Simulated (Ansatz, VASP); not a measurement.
ScIn in VASP and in Ansatz

```
Sc In
1.0
     3.20556    0.00000    0.00000
     0.00000    3.20556    0.00000
     0.00000    0.00000    4.39429
Sc In
1 1
Direct
  0.00000 0.00000 0.00000
  0.50000 0.50000 0.50000
```

The cell comes from a database or a generator and needn't be the stable form of this composition.

Alike in both runs: task single point; functional LDA; k mesh 7 × 7 × 5; occupations fermi-dirac, width 0.02 eV; no spin polarisation.

```csv
,VASP,Ansatz
version,VASP 6.6.1,Ansatz 0.2.0
potentials or method,"VASP PAW LDA potentials, release 64 (Sc_sv, In_d)","plane waves, PAW"
plane-wave cutoff (eV),520,630
valence electrons in the cell,24,24
```

```csv
,VASP,Ansatz,Ansatz less VASP
pressure (GPa),-5.9,-6.0,-0.15
largest component of the traceless stress (GPa),1.08,1.12,+0.042
```
